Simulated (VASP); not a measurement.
# Ti2Ag in VASP: relaxation of the atoms with optB86b-vdW

Aim: the relaxation of the atoms of Ti2Ag with optB86b-vdW.

All numbers are computed with VASP 6.6.1; they aren't measurements. Logs are shortened: lines on timing, memory, paths and dates and some standing lists are left out, and cuts for length are marked.

**1. The cell of the first run**

The cell holds a slab with vacuum, 6 atoms: a = 2.945 Å, b = 2.945 Å, c = 24.968 Å, α = 90.00°, β = 90.00°, γ = 90.00°.

**2. Relaxation of the atoms, optB86b-vdW (the (0 0 1) slab of Ti2Ag, cut from the database cell, not relaxed)**

Contents of INCAR:

```
AGGAC = 0.0
ALGO = Normal
DIPOL = 0.5 0.5 0.500
EDIFF = 1E-6
EDIFFG = -0.01
ENCUT = 520
GGA = MK
IBRION = 2
IDIPOL = 3
ISIF = 2
ISMEAR = 0
LASPH = True
LCHARG = False
LDIPOL = True
LREAL = False
LUSE_VDW = True
LWAVE = False
NELM = 60
NSW = 40
PARAM1 = 0.1234
PARAM2 = 1.0
PREC = Accurate
SIGMA = 0.05
```

Contents of KPOINTS:

```
k-points
0
Gamma
  9 9 1
```

Contents of POSCAR:

```
Ti2Ag
1.0
    2.9453282400      0.0000000000      0.0000000000
    0.0000000000      2.9453282400      0.0000000000
    0.0000000000      0.0000000000     24.9678121088
Ti Ag
4 2
Selective dynamics
Direct
    0.0000000000      0.0000000000      0.3003867526  F F F
    0.0000000000      0.0000000000      0.4628300705  F F F
    0.5000000000      0.5000000000      0.5371699295  T T T
    0.5000000000      0.5000000000      0.6996132474  T T T
    0.5000000000      0.5000000000      0.3816084116  F F F
    0.0000000000      0.0000000000      0.6183915884  T T T
```

Potentials or basis: VASP PAW PBE potentials, release 64 (Ti_sv, Ag).

Run with:

```
$ cat potpaw_PBE.64/Ti_sv/POTCAR potpaw_PBE.64/Ag/POTCAR > POTCAR
$ mpirun -np 1 vasp_std > vasp.out
```

OUTCAR:

```text
EDIFF = 1E-6
   EDIFFG = -0.01
   ENCUT = 520
   GGA = MK
   IBRION = 2
   ISIF = 2
   ISMEAR = 0
   LASPH = True
   LREAL = False
   NELM = 60
   NSW = 40
   PREC = Accurate

 ion  position               nearest neighbor table
   1  0.000  0.000  0.300-   5 2.91   5 2.91   5 2.91   5 2.91
   2  0.000  0.000  0.463-   3 2.79   3 2.79   3 2.79   3 2.79   5 2.91   5 2.91   5 2.91   5 2.91

   3  0.500  0.500  0.537-   2 2.79   2 2.79   2 2.79   2 2.79   6 2.91   6 2.91   6 2.91   6 2.91

   4  0.500  0.500  0.700-   6 2.91   6 2.91   6 2.91   6 2.91
   5  0.500  0.500  0.382-   2 2.91   2 2.91   2 2.91   2 2.91   1 2.91   1 2.91   1 2.91   1 2.91

   6  0.000  0.000  0.618-   3 2.91   3 2.91   3 2.91   3 2.91   4 2.91   4 2.91   4 2.91   4 2.91

  LATTYP: Found a simple tetragonal cell.
 ALAT       =     2.9453282400
 C/A-ratio  =     8.4770898434

  Lattice vectors:

 A1 = (   2.9453282400,   0.0000000000,   0.0000000000)
 A2 = (   0.0000000000,   2.9453282400,   0.0000000000)
 A3 = (   0.0000000000,   0.0000000000,  24.9678121088)

Analysis of symmetry for initial positions (statically):
=====================================================================
 Subroutine PRICEL returns:
 Original cell was already a primitive cell.

 Routine SETGRP: Setting up the symmetry group for a
 simple tetragonal supercell.

 Subroutine GETGRP returns: Found 16 space group operations
 (whereof  8 operations were pure point group operations)
 out of a pool of 16 trial point group operations.

The static configuration has the point symmetry C_4v.
 The point group associated with its full space group is D_4h.

Analysis of symmetry for dynamics (positions and initial velocities):
=====================================================================
 Subroutine PRICEL returns:
 Original cell was already a primitive cell.

 Routine SETGRP: Setting up the symmetry group for a
 simple tetragonal supercell.

 Subroutine GETGRP returns: Found 16 space group operations
 (whereof  8 operations were pure point group operations)
 out of a pool of 16 trial point group operations.

The dynamic configuration has the point symmetry C_4v.
 The point group associated with its full space group is D_4h.

Analysis of constrained symmetry for selective dynamics:
=====================================================================
 Subroutine PRICEL returns:
 Original cell was already a primitive cell.

 Routine SETGRP: Setting up the symmetry group for a
[... 112 lines left out ...]
   POTIM  = 0.5000    time-step for ionic-motion
   TEBEG  =    0.0;   TEEND  =   0.0 temperature during run
   PSTRESS=    0.0 pullay stress
   NELECT =      70.0000    total number of electrons
   NUPDOWN=      -1.0000    fix difference up-down
   EMIN   =  10.00;   EMAX   =-10.00  energy-range for DOS
   EFERMI =   0.00;   METHOD = LEGACY
   ISMEAR =     0;   SIGMA  =   0.05  broadening in eV -4-tet -1-fermi 0-gaus
   EFERMI_NEDOS =   21; number of points for ismear=-14 and -15
   IALGO  =     38    algorithm
   IMIX   =      4    mixing-type and parameters
     AMIX     =   0.40;   BMIX     =  1.00
     AMIX_MAG =   1.60;   BMIX_MAG =  1.00
  volume/ion in A,a.u.               =      36.10       243.61
  Fermi-wavevector in a.u.,A,eV,Ry     =   1.123462  2.123034 17.172809  1.262166
  Thomas-Fermi vector in A             =   2.260128
   LORBIT       =      0    0 simple, 1 ext, 2 COOP (PROOUT), +10 PAW based schemes
   GGA     = MK    functional components
   LHFCALC =     F    Hartree Fock is set to
   AEXX    =    0.0000 exact exchange contribution
   IVDW_NL    =     1    kernel type
   BPARAM     = 6.3000
   IVDW    =     0    specifies the selected vdW correction
   LEPSILON=     F    determine dielectric tensor
   LRPA    =     F    only Hartree local field effects (RPA)
 conjugate gradient relaxation of ions
 non-spin polarized calculation
 Gauss-broadening in eV      SIGMA  =   0.05
  energy-cutoff  :      520.00
  volume of cell :      216.59
 maximum number of plane-waves:      5883
 NGX is ok and might be reduce to    24
   NGX = 11   NGY = 11   NGZ = 93

--------------------------------------- Ionic step        1  -------------------------------------------

 number of electron      69.9999989 magnetization

 Free energy of the ion-electron system (eV)
  ---------------------------------------------------
  ext. energy  EPLUGINS =         0.00000000
  ---------------------------------------------------
  free energy    TOTEN  =       -16.88349091 eV

  energy without entropy =      -16.87162053  energy(sigma->0) =      -16.87755572

------------------------ aborting loop because EDIFF is reached ----------------------------------------

  FORCE on cell =-STRESS in cart. coord.  units (eV):
  Direction    XX          YY          ZZ          XY          YZ          ZX
  --------------------------------------------------------------------------------------
  -------------------------------------------------------------------------------------
  Total       -5.5748134     -5.5748134     -1.7766601      0.0000000      0.0000000      0.0000000
  in kB      -41.2375660    -41.2375660    -13.1421687      0.0000000      0.0000000      0.0000000
  external PRESSURE =     -31.8724336 kB  Pullay stress =       0.0000000 kB
[... 111 lines left out ...]
Total vdW correction in eV:     12.8559980

 vacuum level on the upper side and lower side of the slab       (xc-potential included)        -0.007         0.006

[... ionic steps 4 to 9 ...]

--------------------------------------- Ionic step       10  -------------------------------------------

 number of electron      69.9999995 magnetization

------------------------ aborting loop because EDIFF is reached ----------------------------------------
[... 77 lines left out ...]
  energy  without entropy=      -16.8828811924  energy(sigma->0) =      -16.88864356

Total vdW correction in eV:     12.8242473

 dipolmoment           0.000000      0.000000     -0.000019 electrons x Angstroem

--------------------------------------- Ionic step       12  -------------------------------------------

 number of electron      69.9999991 magnetization

 dipolmoment           0.000000      0.000000      0.000020 electrons x Angstroem

 Free energy of the ion-electron system (eV)
  ---------------------------------------------------
  ext. energy  EPLUGINS =         0.00000000
  ---------------------------------------------------
  free energy    TOTEN  =       -16.89478014 eV

  energy without entropy =      -16.88311673  energy(sigma->0) =      -16.88894844

 E-fermi :   2.0862     XC(G=0):  -6.7568

 val. band max:        2.0747328338   @ k =   0.2222   0.2222   0.0000
 cond. band min:       2.0926859975   @ k =   0.0000   0.0000   0.0000
 fundamental gap:      0.0179531637
 Fermi energy:         2.0861541738

 k-point     1 :       0.0000    0.0000    0.0000
  band No.  band energies     occupation
      1     -54.9427      2.00000
      2     -54.9262      2.00000
      3     -54.6825      2.00000
      4     -54.5454      2.00000
      5     -31.4943      2.00000
      6     -31.4757      2.00000
[... 703 lines left out ...]
  energy  without entropy=      -16.8831167309  energy(sigma->0) =      -16.88894844

Total vdW correction in eV:     12.8276415

 reached required accuracy - stopping structural energy minimisation

 vacuum level on the upper side and lower side of the slab         5.396         5.413
```

OSZICAR:

```text
N       E                     dE             d eps       ncg     rms          rms(c)
DAV:   1     0.823790014481E+03    0.82379E+03   -0.36332E+04  1380   0.170E+03
DAV:   2     0.725744457431E+02   -0.75122E+03   -0.73964E+03  1292   0.512E+02
DAV:   3    -0.906663436995E+01   -0.81641E+02   -0.80496E+02  2086   0.149E+02
[... 176 lines left out ...]
DAV:   8    -0.168947750482E+02    0.21373E-03   -0.11297E-03  1716   0.254E-01    0.238E-02
DAV:   9    -0.168947788737E+02   -0.38256E-05   -0.11222E-04  1656   0.577E-02    0.132E-02
DAV:  10    -0.168947782942E+02    0.57959E-06   -0.15314E-05  1708   0.271E-02    0.491E-03
DAV:  11    -0.168947796316E+02   -0.13375E-05   -0.33238E-06  1210   0.143E-02    0.418E-03
DAV:  12    -0.168947801422E+02   -0.51055E-06   -0.23151E-06  1016   0.769E-03
  12 F= -.16894780E+02 E0= -.16888948E+02  d E =-.243815E-02
```

CONTCAR:

```text
Ti2Ag
   1.00000000000000
     2.9453282399999998    0.0000000000000000    0.0000000000000000
     0.0000000000000000    2.9453282399999998    0.0000000000000000
     0.0000000000000000    0.0000000000000000   24.9678121088000005
  Ti              Ag
     4     2
Selective dynamics
Direct
     0.0000000000000000    0.0000000000000000    0.3003867525999979   F   F   F
     0.0000000000000000    0.0000000000000000    0.4628300704999972   F   F   F
     0.5000000000000000    0.5000000000000000    0.5363077762450179   T   T   T
     0.5000000000000000    0.5000000000000000    0.6947400980866064   T   T   T
     0.5000000000000000    0.5000000000000000    0.3816084115999985   F   F   F
     0.0000000000000000    0.0000000000000000    0.6158552944010833   T   T   T

  0.00000000E+00  0.00000000E+00  0.00000000E+00
  0.00000000E+00  0.00000000E+00  0.00000000E+00
  0.00000000E+00  0.00000000E+00  0.00000000E+00
  0.00000000E+00  0.00000000E+00  0.00000000E+00
  0.00000000E+00  0.00000000E+00  0.00000000E+00
  0.00000000E+00  0.00000000E+00  0.00000000E+00
```

Run time: 38 min. Hardware: 1 thread of Intel Xeon 6975P-C (Granite Rapids), shared host; peak memory 0.91 GiB.

What came out:

```yaml
Free_energy: -16.8948 eV
Energy_gained_by_relaxing: 1.9 meV/atom
Ionic_steps: 12
Band_gap_on_the_k_mesh: none (metal or under the smearing width)
```

The path:
| step | energy change (eV) | largest force (eV/Å) | pressure (GPa) |
| --- | --- | --- | --- |
| 1 | 0.0000 | 0.2204 | -3.19 |
| 2 | -0.0023 | 0.2202 | -3.14 |
| 3 | -0.0053 | 0.2186 | -3.03 |
| 4 | -0.0054 | 0.2180 | -3.00 |
| 5 | -0.0064 | 0.2176 | -2.97 |
| 6 | -0.0083 | 0.2166 | -2.88 |
| 7 | -0.0077 | 0.2493 | -2.68 |
| 8 | -0.0089 | 0.2148 | -2.80 |
| 9 | -0.0096 | 0.2145 | -2.77 |
| 10 | -0.0109 | 0.2138 | -2.69 |
| 11 | -0.0109 | 0.2123 | -2.53 |
| 12 | -0.0113 | 0.2128 | -2.61 |

Final structure:
```
Ti Ag
1.0
     2.94533    0.00000    0.00000
     0.00000    2.94533    0.00000
     0.00000    0.00000   24.96781
Ti Ag
4 2
Direct
  0.00000 0.00000 0.30039
  0.00000 0.00000 0.46283
  0.50000 0.50000 0.53631
  0.50000 0.50000 0.69474
  0.50000 0.50000 0.38161
  0.00000 0.00000 0.61586
```

Caveat: the PAW data sets were made with another functional, which shifts forces and pressure a little.
